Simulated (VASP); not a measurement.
Here is a VASP 6.6.1 calculation.

run.py

```python
from ase.calculators.vasp import Vasp
from ase.dft.bandgap import bandgap
from ase.io import read

atoms = read('HoAs3.cif', primitive_cell=True, subtrans_included=False)
atoms.set_initial_magnetic_moments([4.0, 4.0, 0.0, 0.0, 0.0, 0.0, 0.0, 0.0])
calc = Vasp(
    directory='calc',
    xc='lda',
    pp='PBE',
    setups='materialsproject',
    prec='Accurate',
    encut=520,
    ediff=1e-06,
    ismear=0,
    sigma=0.05,
    lreal=False,
    lasph=True,
    nelm=100,
    algo='Normal',
    isif=2,
    lwave=False,
    lcharg=False,
    ispin=2,
    lorbit=11,
    lmaxmix=6,
    kpts=[5, 5, 5],
    gamma=True,
)
atoms.calc = calc

print('energy (eV):', atoms.get_potential_energy())
print('free energy (eV):', atoms.get_potential_energy(force_consistent=True))
print('forces (eV/A):')
print(atoms.get_forces())
print('stress (eV/A^3, Voigt):', atoms.get_stress())
print('Fermi level (eV):', calc.get_fermi_level())
print('moment (muB):', atoms.get_magnetic_moment())
print('site moments (muB):', atoms.get_magnetic_moments())
gap, top, bottom = bandgap(calc)
print('band gap (eV):', gap, 'from (spin, k, band)', top, 'to', bottom)
```

The input HoAs3.cif:

```cif
data_HoAs3
_cell_length_a 5.98887654
_cell_length_b 5.98887654
_cell_length_c 5.46634800
_cell_angle_alpha 90.00000000
_cell_angle_beta 90.00000000
_cell_angle_gamma 120.00000000
_space_group_name_H-M_alt 'P6_3/mmc'
_space_group_name_Hall '-P 6c 2c'
_space_group_IT_number 194
loop_
_space_group_symop_operation_xyz
'x,y,z'
'-x,-y,-z'
'x-y,x,z+1/2'
'-x+y,-x,-z+1/2'
'-y,x-y,z'
'y,-x+y,-z'
'-x,-y,z+1/2'
'x,y,-z+1/2'
'-x+y,-x,z'
'x-y,x,-z'
'y,-x+y,z+1/2'
'-y,x-y,-z+1/2'
'-y,-x,-z+1/2'
'y,x,z+1/2'
'-x,-x+y,-z'
'x,x-y,z'
'-x+y,y,-z+1/2'
'x-y,-y,z+1/2'
'y,x,-z'
'-y,-x,z'
'x,x-y,-z+1/2'
'-x,-x+y,z+1/2'
'x-y,-y,-z'
'-x+y,y,z'
loop_
_atom_site_label
_atom_site_type_symbol
_atom_site_symmetry_multiplicity
_atom_site_Wyckoff_symbol
_atom_site_fract_x
_atom_site_fract_y
_atom_site_fract_z
_atom_site_occupancy
Ho1 Ho 2 d 0.3333333333 0.6666666667 0.7500000000 1
As1 As 6 h 0.1801970050 0.3603940099 0.2500000000 1
```

Potentials or basis: VASP PAW PBE potentials, release 64 (Ho_3, As), 4f in core.

Launch:

```bash
$ python run.py
```

Problem. Predict the largest force.

Solution. 0.099 eV/Å.

Problem. Predict the pressure.

Solution. -0.4 GPa.

Problem. What does it give for the net moment?

Solution. 0.00 μB per cell.

Problem. What does it give for the band gap on the k mesh?

Solution. None (metal or under the smearing width).

Forces on the atoms (eV/Å):
```
Ho   0.000  0.000  0.000
Ho   0.000  0.000  0.000
As   0.000  0.099  0.000
As   0.000 -0.099  0.000
As  -0.086  0.049  0.000
As   0.086 -0.049  0.000
As  -0.086 -0.049  0.000
As   0.086  0.049  0.000
```

Caveat: ASE's xc='lda' writes no GGA tag, so the PBE potentials set the functional and the run is PBE; the magnetic or orbital state may not be the lowest; spin-orbit coupling is left out, which moves the levels of the heavy elements; the 4f electrons are frozen in the core as for a trivalent ion, so they carry no moment and show no levels. The state reached can hang on the start; a lower one may exist.
